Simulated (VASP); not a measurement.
VASP ran on this input.

**KPOINTS**
```
Automatic mesh
0
Gamma
12 12 12
0 0 0
```

INCAR:
```
! general
SYSTEM=Na
PREC  =Accurate
ENCUT =520
LREAL =F   ! projection in real space or not
LASPH =T   ! aspherical one-centre terms

! electronic loop
EDIFF =1E-7   ! SCF stop (eV)
NELM  =100
ALGO  =Normal

! smearing
ISMEAR=1
SIGMA =0.1   ! width (eV)

! functional
GGA   =PE

! ions
ISIF  =2   ! forces and stress, cell fixed

! output
LWAVE =F
LCHARG=F
```

**POSCAR**
```
Na
1.0
 -2.0969974776   2.0969974776   2.0969974776
  2.0969974776  -2.0969974776   2.0969974776
  2.0969974776   2.0969974776  -2.0969974776
Na
1
direct
  0.0000000000   0.0000000000   0.0000000000
```

POTCAR, in this order: Na_pv (PBE.64 set). Program: vasp_std.

Write an equivalent input for Ansatz.

One equivalent input (not run):
Ansatz 0.2 input:
```yaml
crystal:
  lattice:
    - [-2.0969975, 2.0969975, 2.0969975]
    - [2.0969975, -2.0969975, 2.0969975]
    - [2.0969975, 2.0969975, -2.0969975]
  atoms:
    - { symbol: Na, position: [0.0000000, 0.0000000, 0.0000000] }
kpoints:
  mp_grid: { grid: [12, 12, 12] }
hamiltonian:
  xc: pbe
  pseudopotentials: { kind: paw }
scf:
  occupations: { method: methfessel_paxton, width: 0.1 }
  max_iter: 100
output: { forces: true, stress: true, eigenvalues: true }
```
What does not carry over: each code has its own PAW files, so the cut-off isn't converted (ENCUT is set for VASP's; basis.ecutwfc is left out, and Ansatz then takes the one that its files recommend); Ansatz stops its SCF on the density residual and VASP on the energy change (EDIFF).

The compound is Na in the bcc structure. It was relaxed first.
